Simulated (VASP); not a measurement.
VASP input:

**KPOINTS**
```
Automatic
0
G
 6 6 6
0 0 0
```

**INCAR**
```
# general
SYSTEM   =  YAl3
PREC     =  Accurate
ENCUT    =  300
LREAL    =  .False.
LASPH    =  .True.

# electronic loop
EDIFF    =  1E-6
NELM     =  100
ALGO     =  Normal
LMAXMIX  =  4

# smearing
ISMEAR   =  -1
SIGMA    =  0.1

# ions
ISIF     =  2

# output
LWAVE    =  .False.
LCHARG   =  .False.
```

### POSCAR
```
YAl3
1.0
  4.2044140000   0.0000000000   0.0000000000
  0.0000000000   4.2044140000   0.0000000000
  0.0000000000   0.0000000000   4.2044140000
Y Al
1 3
Cartesian
  0.0000000000   0.0000000000   0.0000000000
  0.0000000000   2.1022070000   2.1022070000
  2.1022070000   0.0000000000   2.1022070000
  2.1022070000   2.1022070000   0.0000000000
```

POTCAR, in this order: Y_sv Al (LDA.64 set). Program: vasp_std.

**Question.** Write an equivalent input for Quantum ESPRESSO's pw.x.

**Answer.** One equivalent input (not run):
```
&CONTROL
  calculation = 'scf'
  pseudo_dir = './pseudo'
  outdir = './out'
  tprnfor = .true.
  tstress = .true.
/
&SYSTEM
  ibrav = 0
  nat = 4
  ntyp = 2
  ecutwfc = 72
  occupations = 'smearing'
  smearing = 'fermi-dirac'
  degauss = 0.00735
  input_dft = 'pz'
/
&ELECTRONS
  conv_thr = 7.3e-08
  electron_maxstep = 100
/
ATOMIC_SPECIES
  Y 88.906 Y.upf
  Al 26.982 Al.upf
CELL_PARAMETERS angstrom
     4.2044140    0.0000000    0.0000000
     0.0000000    4.2044140    0.0000000
     0.0000000    0.0000000    4.2044140
ATOMIC_POSITIONS crystal
  Y    0.0000000  0.0000000  0.0000000
  Al   0.0000000  0.5000000  0.5000000
  Al   0.5000000  0.0000000  0.5000000
  Al   0.5000000  0.5000000  0.0000000
K_POINTS automatic
  6 6 6 0 0 0
```
Limits of the translation: the potentials are each code's own (VASP's PAW set, PseudoDojo norm-conserving files in pw.x), so ENCUT and ecutwfc are chosen apart and not converted; conv_thr bounds pw.x's estimated SCF error, while EDIFF bounds the energy change between steps.

The structure comes from a computed database's YAl3 entry (Pm-3m); how it stands against other phases isn't given here. The cell was not relaxed at this level.
